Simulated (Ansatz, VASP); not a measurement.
# Cross-check of Al2SeS between VASP and Ansatz, part 2 of 2

Wanted: the spread between two codes on one cell, functional and k mesh. Of the first pair: The structure shown is the start of the Ansatz relaxation below; VASP solves that cell, so the two are compared at the walk's first step.

VASP 6.6.1 and Ansatz 0.2.0.

So far: The starting structure; Ansatz: relaxation, revPBE; VASP: single point, revPBE, start cell, pair 1.

**4. Side by side**

Known differences besides the potentials themselves: Ansatz cuts the interaction across the vacuum, VASP repeats the sheet with a dipole correction; the data sets hold 28 valence electrons in Ansatz (on its default PAW (the set named soft_2) files) and 18 in VASP; the cutoff is 420 eV in Ansatz and 400 eV in VASP; Ansatz makes its cores anew for this functional, VASP keeps those of its PBE data sets. Total energies have different zeros and are not compared.

Forces (eV/Å; atoms numbered as in POSCAR):

```csv
atom,"Ansatz x, y, z","VASP x, y, z"
Se1,"0.000, 0.000, -0.036","0.000, 0.000, -0.033"
S2,"0.000, 0.000, -0.073","0.000, 0.000, -0.088"
Al3,"0.000, 0.000, 1.055","0.000, 0.000, 1.065"
Al4,"0.000, 0.000, -0.946","0.000, 0.000, -0.943"
```

The forces differ by 5.2 meV/Å r.m.s., which is 1.3 % of the r.m.s. force of 0.412 eV/Å (both taken over all components). With vacuum in the cell, a pressure given here is an average over mostly empty space and none of the material.

**5. Ansatz: relaxation, revPBE**

This run makes the geometry at which the two programs are then compared.

The structure compared here is the end of the Ansatz relaxation.

File input.yaml:

```yaml
crystal:
  lattice:
    - [3.7128898814, 0.0, 0.0]
    - [-1.8564449407, 3.2154569588, 0.0]
    - [0.0, 0.0, 20.71316188]
  atoms:
    - { symbol: Se, position: [0.0, 0.0, 0.3866645] }
    - { symbol: S, position: [0.0, 0.0, 0.6133355] }
    - { symbol: Al, position: [0.6666666667, 0.3333333333, 0.56370333] }
    - { symbol: Al, position: [0.6666666667, 0.3333333333, 0.44477036] }
  periodic: [true, true, false]
kpoints:
  mp_grid: { grid: [7, 7, 1] }
scf:
  occupations: { method: fermi_dirac, width: 0.05 }
hamiltonian:
  xc: revpbe
output:
  forces: true
  stress: true
  write_density: true
  write_potential: true
  elf: true
  volumetric_format: npy
relax:
  f_tol: 0.02
  max_steps: 50
  cell: {}
```

Launch:

```console
> ansatz run input.yaml --threads 1 --pin off --max-ram 4096MiB --backend cpu --events-out ev --progress --plain --runs-dir out
```

Numbers of over 12 decimals in the logs are rounded to 6 here.

Output:

```text
[...]
Crystal: 4 atoms, lattice volume = 396.245 Å³
Basis set: ecut = 420 eV, 7803 PW (Γ), exchange–correlation on 50×50×450 points (8 copies of the dense FFT grid, shifted against one another)
Bands: 18, of which v1, the nominal top of the filled ones, is band 14 counted from 1 (13 counted from 0)
Symmetry: 6 space group operations
[...]
cell:  # Å, volume = 394.9142 Å³
    - [3.706649, 0.0, 0]
    - [-1.853325, 3.210052, 0]
    - [0, 0, 33.190146]
  atoms:
    - { symbol: Se, position: [2.312964634420331e-17, 4.6259292714256025e-18, 0.239171] }
    - { symbol: S, position: [2.312964634420331e-17, 4.6259292714256025e-18, 0.384686] }
    - { symbol: Al, position: [0.666667, 0.333333, 0.354010] }
    - { symbol: Al, position: [0.666667, 0.333333, 0.275572] }
[key lines of the parts left out:]
SCF converged after 7 iterations
Free energy (F): -7460.423369 eV
Fermi energy:    -4.838651 eV
P = ½ c Tr σ = 0.0033 N/m
```

**6. VASP: single point, revPBE, relaxed cell, pair 2**

The same cell, functional, mesh and smearing now go to VASP, with its own data sets.

File INCAR:

```
SYSTEM = Al2SeS
PREC = Accurate
ENCUT = 400
EDIFF = 1E-06
NELM = 120
ISMEAR = -1
SIGMA = 0.05
LREAL = .FALSE.
ALGO = Normal
GGA = RE
NBANDS = 15
LORBIT = 11
LWAVE = .FALSE.
LCHARG = .FALSE.
ISIF = 2
LDIPOL = .TRUE.
IDIPOL = 3
DIPOL = 0.5 0.5 0.313
LVHAR = .TRUE.
LASPH = .TRUE.
GGA_COMPAT = .FALSE.
EFERMI = MIDGAP
NELMDL = -8
```

File POSCAR:

```
Al2SeS
1.0
    3.7066490197      0.0000000000      0.0000000000
   -1.8533245099      3.2100522140      0.0000000000
    0.0000000000      0.0000000000     33.1901462330
Se S Al
1 1 2
Direct
    0.0000000000      0.0000000000      0.2391710599
    0.0000000000      0.0000000000      0.3846864034
    0.6666666667      0.3333333333      0.3540100644
    0.6666666667      0.3333333333      0.2755719836
```

File KPOINTS:

```
Automatic mesh
0
Gamma
7 7 1
0 0 0
```

Potentials, in the order of the species: Se, S and Al (PBE family, release 64).

Launch:

```console
> mpirun -np 1 vasp_std
```

Output:

```text
[banner, memory and clock lines left out]
running    1 mpi-ranks, on    1 nodes
[...]
[... a notice as in an earlier step ...]

 LDA part: xc-table for (Slater+PW92), standard interpolation
 POSCAR, INCAR and KPOINTS ok, starting setup
[...]
entering main loop
       N       E                     dE             d eps       ncg     rms          rms(c)
DAV:   1     0.110909287488E+03    0.11091E+03   -0.45707E+03   240   0.651E+02
DAV:   2    -0.139403850061E+01   -0.11230E+03   -0.10470E+03   396   0.133E+02
DAV:   3    -0.173221580088E+02   -0.15928E+02   -0.15772E+02   318   0.591E+01
DAV:   4    -0.177833787733E+02   -0.46122E+00   -0.46049E+00   310   0.127E+01
[...]
DAV:  25    -0.174111033054E+02   -0.13314E-05   -0.26187E-08   267   0.527E-04    0.853E-05
DAV:  26    -0.174111046293E+02   -0.13239E-05   -0.31331E-08   232   0.482E-04    0.422E-04
DAV:  27    -0.174111049074E+02   -0.27801E-06   -0.38921E-09   267   0.231E-04
   1 F= -.17411105E+02 E0= -.17411105E+02  d E =-.382842E-09
```

Parts of OUTCAR (step 6):

```text
  Total       -0.0759485     -0.0759485     -0.0548685      0.0000000      0.0000000      0.0000000
  in kB       -0.3081250     -0.3081250     -0.2226030      0.0000000      0.0000000      0.0000000
  external PRESSURE =      -0.2796176 kB  Pullay stress =       0.0000000 kB

 POSITION                                       TOTAL-FORCE (eV/Angst)
 -----------------------------------------------------------------------------------
      0.00000      0.00000      7.93812        -0.000000      0.000000      0.007389
      0.00000      0.00000     12.76780        -0.000000      0.000000     -0.015215
      1.85332      1.07002     11.74965         0.000000      0.000000      0.009976
      1.85332      1.07002      9.14627         0.000000      0.000000     -0.002150
 -----------------------------------------------------------------------------------
    total drift:                                0.000000     -0.000000      0.000250

  FREE ENERGIE OF THE ION-ELECTRON SYSTEM (eV)
  ---------------------------------------------------
  free  energy   TOTEN  =       -17.4111049074 eV

  energy  without entropy=      -17.4111049070  energy(sigma->0) =      -17.41110491

[... 1 part as in an earlier step ...]

[... 2 further parts left out ...]
[key lines of the parts left out:]
E-fermi :  -2.6614
```

**7. Comparison**

What differs besides the data sets and the points named for the pairs above, as far as they apply: the data sets hold 28 valence electrons in Ansatz (on its default PAW (the set named soft_2) files) and 18 in VASP. Total energies have different zeros and are not compared.

The two programs side by side:

```csv
quantity,Ansatz,VASP,difference
gap on the k mesh (eV),2.139,2.144,-0.005
```

At this near-relaxed geometry the largest component of a force difference is 16 meV/Å. A gap on the mesh is an upper bound, since the band edges may lie between its points. With vacuum in the cell, a pressure given here is an average over mostly empty space and none of the material.

**8. Summary of results**

```yaml
r_m_s_force_difference_single_point_revpbe_start_cell_pair_1: 1.3 % of the r.m.s. force
difference_in_gap_on_the_k_mesh_single_point_revpbe_relaxed_cell_pair_2: -0.0051 eV
```

**Reading.** The r.m.s. force difference is 1.3 % of the r.m.s. force (single point, revPBE, start cell, pair 1), within the 3 % picked in this series as the mark of a large difference. The data sets hold unlike numbers of valence electrons (28 in Ansatz and 18 in VASP), so part of the differences comes from the potentials. Such differences can come from data sets, numerical settings and the points named under the comparisons, not from the functional's error against experiment.

[Lines on the potential files, build, host, timing and source positions are cut from VASP's logs without a mark.]

[Logs are printed without paths, hosts, clocks, repeated set-up lines and the standing remarks that a program may print on its own settings, such as how far it seeks lower states.]

[Hosts, paths, dates, database ids (printed as entryN), source tags and the programs' standing remarks are cut or masked in the printed files.]
